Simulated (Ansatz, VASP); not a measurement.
## ZnGe: VASP beside Ansatz

Wanted: the spread between two codes on one cell, functional and k mesh. The cell is invented: As first built, before any earlier steps moved the atoms (in the runner's words): it takes the TiZn structure with some of its atoms replaced by other elements, volume scaled by an estimate. It may not be a known or stable phase. The cell is taken from a series of VASP runs on this material, whose earlier steps may have relaxed, scaled or displaced it; both programs get it as it stands.

Method: plane waves, with VASP 6.6.1 beside it; relaxation of cell and atoms at PBE, in Ansatz 0.2.0.

**1. Set-up**

Symmetry: Pm-3m, No. 221, cubic system. Conventional cell: a = 3.292 Å, b = 3.292 Å, c = 3.292 Å, α = 90.00°, β = 90.00°, γ = 90.00°. Ge has 8 Zn at 2.85 Å nearest. Nearest to Zn lie 8 Ge at 2.85 Å. As first built, before any earlier steps moved the atoms (in the runner's words): sites of the TiZn structure (space group 221) filled with other elements, volume scaled by an estimate. Farther neighbours are not listed.

**2. VASP: relaxation of cell and atoms, PBE**

The relaxed volume is the usual yardstick between codes: its relative difference is about their pressure difference at one cell divided by the bulk modulus.

Lines of VASP's logs that name or quote its potential files are left out, and so is its time.

Input file INCAR:

```
SYSTEM = ZnGe
PREC = Accurate
ENCUT = 410
EDIFF = 1E-06
NELM = 100
ISMEAR = -1
SIGMA = 0.05
LREAL = .FALSE.
ALGO = Normal
GGA = PE
LORBIT = 11
LWAVE = .FALSE.
LCHARG = .FALSE.
KPAR = 4
IBRION = 2
NSW = 60
ISIF = 3
EDIFFG = -0.01
```

Input file POSCAR:

```
ZnGe
1.0
    3.2921795657      0.0000000000      0.0000000000
    0.0000000000      3.2921795657      0.0000000000
    0.0000000000      0.0000000000      3.2921795657
Ge Zn
1 1
Direct
    0.5000000000      0.5000000000      0.5000000000
    0.0000000000      0.0000000000      0.0000000000
```

Input file KPOINTS:

```
Automatic mesh
0
Gamma
6 6 6
0 0 0
```

The projector-augmented-wave data sets are Ge_d and Zn (PBE family, release 64).

The run is started by

```sh
mpirun -np 4 vasp_std
```

Numbers of over 12 decimals in the logs are rounded to 6 here.

What it wrote:

```text
[banner, memory and clock lines left out]
running    4 mpi-ranks, on    1 nodes
 distrk:  each k-point on    1 cores,    4 groups
 distr:  one band on    1 cores,    1 groups

 POSCAR found type information on POSCAR GeZn
 POSCAR found :  2 types and       2 ions
 LDA part: xc-table for (Slater+PW92), standard interpolation
 POSCAR, INCAR and KPOINTS ok, starting setup
 FFT: planning ... GRIDC
 FFT: planning ... GRID_SOFT
 FFT: planning ... GRID
 WAVECAR not read
 entering main loop
       N       E                     dE             d eps       ncg     rms          rms(c)
DAV:   1     0.114606221823E+03    0.11461E+03   -0.12403E+04   689   0.326E+03
DAV:   2     0.594981786030E+01   -0.10866E+03   -0.10734E+03   680   0.408E+02
DAV:   3    -0.504016951268E+01   -0.10990E+02   -0.10881E+02   800   0.111E+02
DAV:   4    -0.523846128023E+01   -0.19829E+00   -0.19807E+00   775   0.150E+01
DAV:   5    -0.524102258697E+01   -0.25613E-02   -0.25612E-02   825   0.180E+00    0.282E+00
DAV:   6    -0.508008216268E+01    0.16094E+00   -0.91059E-01   723   0.180E+01    0.244E+00
DAV:   7    -0.506856269461E+01    0.11519E-01   -0.84073E-02   745   0.416E+00    0.111E+00
DAV:   8    -0.506400772615E+01    0.45550E-02   -0.76756E-03   908   0.120E+00    0.157E-01
DAV:   9    -0.506381250858E+01    0.19522E-03   -0.75589E-04  1004   0.447E-01    0.379E-02
DAV:  10    -0.506379853585E+01    0.13973E-04   -0.15518E-04   746   0.147E-01    0.949E-03
DAV:  11    -0.506379896139E+01   -0.42554E-06   -0.15311E-05   957   0.600E-02    0.521E-03
DAV:  12    -0.506379942202E+01   -0.46063E-06   -0.16133E-06   552   0.196E-02
   1 F= -.50637994E+01 E0= -.50558212E+01  d E =-.506380E+01
 curvature:   0.00 expect dE= 0.000E+00 dE for cont linesearch  0.000E+00
 trial: gam= 0.00000 g(F)=  0.000E+00 g(S)=  0.647E-04 ort = 0.000E+00 (trialstep = 0.100E+01)
 search vector abs. value=  0.647E-04
 bond charge predicted
       N       E                     dE             d eps       ncg     rms          rms(c)
DAV:   1    -0.506537381547E+01   -0.15749E-02   -0.20578E-02   727   0.293E+00    0.261E-01
DAV:   2    -0.506412446101E+01    0.12494E-02   -0.43079E-03   703   0.144E+00    0.106E-01
DAV:   3    -0.506391031449E+01    0.21415E-03   -0.23019E-04   944   0.275E-01    0.492E-02
DAV:   4    -0.506385178121E+01    0.58533E-04   -0.43760E-05   898   0.918E-02    0.121E-02
DAV:   5    -0.506384888478E+01    0.28964E-05   -0.11024E-05   932   0.625E-02    0.261E-03
DAV:   6    -0.506384862777E+01    0.25702E-06   -0.11519E-06   362   0.219E-02
   2 F= -.50638486E+01 E0= -.50558317E+01  d E =-.492057E-04
 trial-energy change:   -0.000049  1 .order   -0.000029   -0.000065    0.000008
 step:   0.9603(harm=  0.8949)  dis= 0.00000  next Energy=    -5.063849 (dE=-0.494E-04)
 reached required accuracy - stopping structural energy minimisation
```

OUTCAR, selected parts (step 2):

```text
ion  position               nearest neighbor table
   1  0.500  0.500  0.500-   2 2.85   2 2.85   2 2.85   2 2.85   2 2.85   2 2.85   2 2.85   2 2.85

  LATTYP: Found a simple cubic cell.
 ALAT       =     3.2921795657

 Subroutine GETGRP returns: Found 48 space group operations
 (whereof 48 operations were pure point group operations)

The static configuration has the point symmetry O_h .

 Found     20 irreducible k-points:

   k-points           NKPTS =     20   k-points in BZ     NKDIM =     20   number of bands    NBANDS=     17

   dimension x,y,z NGX =    24 NGY =   24 NGZ =   24
   dimension x,y,z NGXF=    48 NGYF=   48 NGZF=   48

   ENCUT  =  410.0 eV  30.13 Ry    5.49 a.u.   5.44  5.44  5.44*2*pi/ulx,y,z

   NELECT =      26.0000    total number of electrons

 k-points in reciprocal lattice and weights: Automatic mesh
   0.00000000  0.00000000  0.00000000       0.005
   0.16666667  0.00000000  0.00000000       0.028
   0.33333333  0.00000000  0.00000000       0.028
   0.50000000  0.00000000  0.00000000       0.014
   0.16666667  0.16666667  0.00000000       0.056
   0.33333333  0.16666667  0.00000000       0.111
   0.50000000  0.16666667  0.00000000       0.056
   0.33333333  0.33333333  0.00000000       0.056
   0.50000000  0.33333333  0.00000000       0.056
[...]
0.50000000  0.50000000  0.33333333       0.028
   0.50000000  0.50000000  0.50000000       0.005

 average (electrostatic) potential at core
       1 -74.5908       2 -34.9995

 E-fermi :   4.6752

 k-point     1 :       0.0000    0.0000    0.0000
  band No.  band energies     occupation
    ...
      7      -2.6988      2.00000
      8      -2.6988      2.00000
      9      -2.3862      2.00000
     10      -2.3862      2.00000
     11      -2.3862      2.00000
     12       6.0466      0.00000
     13       6.0466      0.00000
     14       6.0466      0.00000
     15       6.6667      0.00000
     16      10.8555      0.00000
    ...

 k-point     2 :       0.1667    0.0000    0.0000
  band No.  band energies     occupation
    ...
      8      -2.6645      2.00000
      9      -2.4275      2.00000
     10      -2.4275      2.00000
     11      -2.3837      2.00000
     12       2.9786      2.00000
     13       6.4724      0.00000
     14       6.4724      0.00000
     15       8.0723      0.00000
     16      11.1531      0.00000
     17      13.4740      0.00000

 k-point     3 :       0.3333    0.0000    0.0000
  band No.  band energies     occupation
    ...
      8      -2.6656      2.00000
      9      -2.5073      2.00000
     10      -2.5073      2.00000
     11      -2.3791      2.00000
     12      -0.0966      2.00000
     13       7.6351      0.00000
     14       7.6351      0.00000
     15       9.1822      0.00000
     16      12.0194      0.00000
     17      13.3144      0.00000

  Total        0.0035130      0.0035130      0.0035130     -0.0000000      0.0000000      0.0000000
  in kB        0.1580816      0.1580816      0.1580816     -0.0000000      0.0000000      0.0000000
  external PRESSURE =       0.1580816 kB  Pullay stress =       0.0000000 kB

  energy-cutoff  :      410.00
  volume of cell :       35.60
      direct lattice vectors                 reciprocal lattice vectors
     3.289805374  0.000000000  0.000000000     0.303969350 -0.000000000  0.000000000
     0.000000000  3.289805374  0.000000000    -0.000000000  0.303969350 -0.000000000
    -0.000000000  0.000000000  3.289805374     0.000000000 -0.000000000  0.303969350

 POSITION                                       TOTAL-FORCE (eV/Angst)
 -----------------------------------------------------------------------------------
      1.64490      1.64490      1.64490         0.000000      0.000000      0.000000
      0.00000      0.00000      0.00000        -0.000000     -0.000000      0.000000
 -----------------------------------------------------------------------------------
    total drift:                                0.000000      0.000000     -0.000000

  FREE ENERGIE OF THE ION-ELECTRON SYSTEM (eV)
  ---------------------------------------------------
  free  energy   TOTEN  =        -5.0638486278 eV

  energy  without entropy=       -5.0478147967  energy(sigma->0) =       -5.05583171

 reached required accuracy - stopping structural energy minimisation

 total charge
# of ion       s       p       d       tot
------------------------------------------
    1        1.270   0.912  10.011  12.193
    2        0.610   0.340   9.737  10.687
--------------------------------------------------
tot          1.880   1.251  19.748  22.880

[... 3 further parts left out ...]
```

**3. Ansatz: relaxation of cell and atoms, PBE**

Ansatz runs on its default PAW (the set named soft_2) files.

The same cell, functional, mesh and smearing now go to Ansatz, which takes its cutoff from its data sets.

Input file input.yaml:

```yaml
crystal:
  lattice:
    - [3.2921795657, 0.0, 0.0]
    - [0.0, 3.2921795657, 0.0]
    - [0.0, 0.0, 3.2921795657]
  atoms:
    - { symbol: Ge, position: [0.5, 0.5, 0.5] }
    - { symbol: Zn, position: [0.0, 0.0, 0.0] }
hamiltonian:
  xc: pbe
  pseudopotentials: { kind: paw }
kpoints:
  mp_grid: { grid: [6, 6, 6] }
scf:
  occupations: { method: fermi_dirac, width: 0.05 }
relax:
  f_tol: 0.01
  max_steps: 60
  cell: { stress_tol: 0.05 }
output:
  forces: true
  stress: true
  write_density: true
  write_potential: true
  elf: true
  volumetric_format: npy
```

The run is started by

```sh
ansatz run input.yaml --threads 4 --pin off --max-ram 9216MiB --backend cpu --events-out ev --progress --plain --runs-dir out
```

What it wrote:

```text
Engine: ansatz 0.2.0, x86_64-unknown-linux-gnu
Pseudopotentials: kind: paw
Pseudopotential: Ge, paw, valence charge 14, recommended cutoff 420 eV (normal), Ge.paw.azcp
Pseudopotential: Zn, paw, valence charge 12, recommended cutoff 420 eV (normal), Zn.paw.azcp
Functional definition: PBE
  parameter kappa = 0.804
  parameter beta = 0.066725
  exchange = pbe_x(kappa = kappa, mu = beta*pi^2/3)
  correlation = pbe_c(beta = beta)
Crystal: 2 atoms, lattice volume = 35.682 Å³
Basis set: ecut = 420 eV, 739 PW (Γ), exchange–correlation on 48×48×48 points (8 copies of the dense FFT grid, shifted against one another)
Bands: 17, of which v1, the nominal top of the filled ones, is band 13 counted from 1 (12 counted from 0)
Symmetry: 48 space group operations
Space group: Pm-3m (ITA 221), of the structure as read, at distance tolerance 3.3e-5 Å
k-points: 20 of 216
Non-local potential: Ge, projectors of the file, l = 0: 2, l = 1: 2, l = 2: 3, l = 3: 1
Non-local potential: Zn, projectors of the file, l = 0: 2, l = 1: 2, l = 2: 3, l = 3: 1
PAW form: soft (Blöchl's): semilocal exchange-correlation on the pseudo side does not see the compensation charge
PAW one-centre angular grid: Ge, 590 points (default); XC on 64 Gauss nodes
PAW one-centre angular grid: Zn, 590 points (default); XC on 64 Gauss nodes
Initial density: superposition of atomic densities (neutral atoms: chi_scale 0, normalization atom), corrected by the library's trained network
Initial wavefunctions: pseudopotential atomic-orbital guess
Functional: x = pbe(κ = 0.804, μ = 0.219515), c = pbe(β = 0.066725)
SCF iter   1: F=—  HF=-7613.452097 eV  |F-HF|=—  |Δ(HF+E_count)|=         —  Δρ=9.72e-4  dr2=4.75e-4  ethr=1.77e-3  ⟨swp⟩=6.0  Hψ=1705  notcnv=0
preconditioner: auto → none  [metal: Δε(μ)=0.086 eV  Ē_g=18.030 eV  σ=0.050 eV  W_gap=0.39  n_scr=6 (ndim 8)  ℏωp=31.7 eV  f_vac=0.000  D(μ)=1.94/eV (n_scr^D=18)  sad-step TF]
SCF iter   2: F=—  HF=-7613.451786 eV  |F-HF|=—  |Δ(HF+E_count)|=   3.11e-4  Δρ=5.82e-4  dr2=1.09e-4  ethr=1.83e-6  ⟨swp⟩=3.0  Hψ=800  notcnv=0
SCF iter   3: F=—  HF=-7613.451776 eV  |F-HF|=—  |Δ(HF+E_count)|=   1.03e-5  Δρ=2.05e-4  dr2=1.12e-5  ethr=4.18e-7  ⟨swp⟩=2.0  Hψ=584  notcnv=0
SCF iter   4: F=—  HF=-7613.451791 eV  |F-HF|=—  |Δ(HF+E_count)|=   1.51e-5  Δρ=5.75e-5  dr2=6.16e-7  ethr=4.30e-8  ⟨swp⟩=3.0  Hψ=607  notcnv=0
SCF iter   5: F=—  HF=-7613.451791 eV  |F-HF|=—  |Δ(HF+E_count)|=   4.13e-7  Δρ=2.27e-5  dr2=1.18e-7  ethr=2.37e-9  ⟨swp⟩=2.0  Hψ=598  notcnv=0
SCF iter   6: F=-7613.451791 eV  HF=-7613.451791 eV  |F-HF|=1.68e-9  |Δ(HF+E_count)|=   1.27e-7  Δρ=1.36e-5  dr2=3.08e-8  ethr=3.85e-10  ⟨swp⟩=7.3  Hψ=1988  notcnv=0
SCF 1 converged in 6 iterations: F = -7613.451791 eV  dr2 = 3.08e-8
  greatest PAW one-centre occupation: 0.998 electrons in one spin orbital (limit 2), on the Ge atom at site 0 (counted from 0), in its partial waves of l = 2
relax step   1: F+E_penalty+E_count = -7613.45179112 eV  Δ(F+E_penalty+E_count) = +0.000e0 eV  max|allowed force component| = 1.354e-29 eV/Å  Δτ_max = 0.0000 Å  P = +0.170 GPa  Ω = 35.682 Å³  (6 SCF iters, dr2 threshold 1.00e-7 eV, accepted)
[...]
relax step   2: F+E_penalty+E_count = -7613.45178481 eV  Δ(F+E_penalty+E_count) = +6.309e-6 eV  max|allowed force component| = 1.989e-30 eV/Å  Δτ_max = 0.0000 Å  P = -0.060 GPa  Ω = 35.808 Å³  energy of the carried Pulay correction = -4.921e-5 eV  (4 SCF iters, dr2 threshold 7.24e-8 eV, accepted)
[...]
relax step   3: F+E_penalty+E_count = -7613.45180391 eV  Δ(F+E_penalty+E_count) = -1.910e-5 eV  max|allowed force component| = 2.104e-30 eV/Å  Δτ_max = 0.0000 Å  P = -0.000 GPa  Ω = 35.775 Å³  energy of the carried Pulay correction = -3.634e-5 eV  (3 SCF iters, dr2 threshold 9.04e-9 eV, accepted)
[...]
relax step   4: F+E_penalty+E_count = -7613.45183941 eV  Δ(F+E_penalty+E_count) = -3.549e-5 eV  max|allowed force component| = 2.441e-30 eV/Å  Δτ_max = 0.0000 Å  P = -0.002 GPa  Ω = 35.775 Å³  stress off target by 1.78e-3 GPa  SCF on the basis re-selected at this cell (its energy is not comparable with the rows above)  (6 SCF iters)
basis re-selected at this cell: Δ(F+E_penalty+E_count) = -3.549e-5 eV, ΔP = -0.001 GPa vs the last step (what re-selecting the basis moved, of the pressure what is left beyond the Pulay correction that the steps carried, after the strain that the cell walked since its last selection, with what the two solves' SCF thresholds leave and, on support functions, any second-order correction that the steps lacked; it is no m [...]
SCF converged after 6 iterations
Free energy (F): -7613.451839 eV
Harris-Foulkes:  -7613.451839 eV  (|F-HF|=9.09e-13)
Internal energy: -7613.436084 eV  (E = F + TS)
E sigma→0 (E₀):  -7613.443962 eV
Entropy (-TS):   -0.015755 eV (-7.878 meV/atom)
Fermi energy:    10.283223 eV
--- Per-component energies (eV) ---
  E_band       = -78.265688
  E_kinetic    = 240.495936
  E_local      = -3729.357418  (includes V_loc(G=0)·N_el)
  E_nonlocal   = 1026.972513
  E_hartree    = 1599.791322
  E_xc         = -212.571221
  E_vxc        = -116.095796  (∫ρ·V_xc dr)
  E_paw        = -3842.126998  (= ΣΔE_a)
  E_vpaw       = -699.863583  (= ΣTr[D̂ρ^β])
  E_aug_tail   = 0.000013  (compensation charges beyond the density's cutoff)
  E_ewald      = -2696.640232
  E_smearing   = -0.015755  (= −TS)
  E_closure    = 0.000000  (closes the sum)
  Σ components = -7613.451839   (vs F -7613.451839, Δ=0.00e0)
--- Forces (eV/Å), atoms counted from 1 ---
  atom   1  Ge     0.00000000     0.00000000     0.00000000
  atom   2  Zn    -0.00000000    -0.00000000    -0.00000000
  max |Σ_I F_I| component: 4.59e-30 eV/Å
--- Stress (GPa, compression-positive) ---
       -0.001778       0.000000       0.000000
        0.000000      -0.001778       0.000000
        0.000000       0.000000      -0.001778
  P = ⅓ Tr σ = -0.0018 GPa (-0.018 kbar)
--- Band table (eV; the first three rows and the last of 20) ---
  k-point 0: bands = [... 9 lower, 3.2461, 3.2461, 11.6482, 11.6482, 11.6482, 12.2369, 16.4432, 16.4432]
  k-point 1: bands = [... 9 lower, 3.2049, 3.2484, 8.5875, 12.0725, 12.0725, 13.6501, 16.7366, 19.0341]
  k-point 2: bands = [... 9 lower, 3.1259, 3.2531, 5.5275, 13.2310, 13.2310, 14.7575, 17.5895, 18.8735]
  k-point 19: bands = [... 9 lower, 3.3838, 4.9692, 9.6652, 9.6652, 9.6652, 11.2695, 11.2695, 11.2695]
--- Relaxed structure (3 steps of the walk, 3 accepted, 1 SCFs on fresh bases) ---
  F+E_penalty+E_count = -7613.45183941 eV   max|allowed force component| = 2.441e-30 eV/Å   (the final SCF, on the basis selected at the relaxed cell)
  cell:  # Å, volume = 35.7751 Å³
    - [3.295037, 0, 0]
    - [0, 3.295037, 0.0]
    - [0, 0.0, 3.295037]
  atoms:
    - { symbol: Ge, position: [0.5, 0.5, 0.5] }
    - { symbol: Zn, position: [0, 0, 0.0] }
```

Run time: 2.7 s. Hardware: 4 threads of AMD EPYC 7R43, shared host; peak memory 0.38 GiB; 6.5 s of CPU time.

**4. Differences**

Known differences besides the potentials themselves: both relaxations stop at a tolerance, which leaves soft axes loose, and VASP keeps its plane-wave basis; the cutoff is 420 eV in Ansatz and 410 eV in VASP; VASP leaves aspherical gradient terms in its spheres out (LASPH is not set), Ansatz keeps them; Ansatz adds a Pulay correction to the stress that steers its cell, VASP none. Total energies have different zeros and are not compared.

Compared:

```
                                         quantity  Ansatz   VASP  difference
                                      volume (Å³)   35.78  35.60     +0.48 %
edge a after relaxation, in the typed setting (Å)   3.295  3.290     +0.16 %
```

The walks stopped with 0.00 GPa left in Ansatz and 0.02 GPa in VASP; each walk ends within a tolerance, so the volume difference is uncertain by about these residues over the bulk modulus, most in soft cells.

**5. Results**

| Item | Value |
| --- | --- |
| difference in volume (relaxation of cell and atoms, PBE) | 0.48 % |

The difference in volume is 0.48 % (relaxation of cell and atoms, PBE), within the 1.2 % picked in this series as the mark of a large difference, as far as the stopping tolerances let one tell. How closely two codes agree says nothing of how well the functional describes the real material.

[Lines on the potential files, build, host, timing and source positions are cut from VASP's logs without a mark.]

[Logs are printed without paths, hosts, clocks, repeated set-up lines and the standing remarks that a program may print on its own settings, such as how far it seeks lower states.]

[Hosts, paths, dates, database ids (printed as entryN), source tags and the programs' standing remarks are cut or masked in the printed files.]
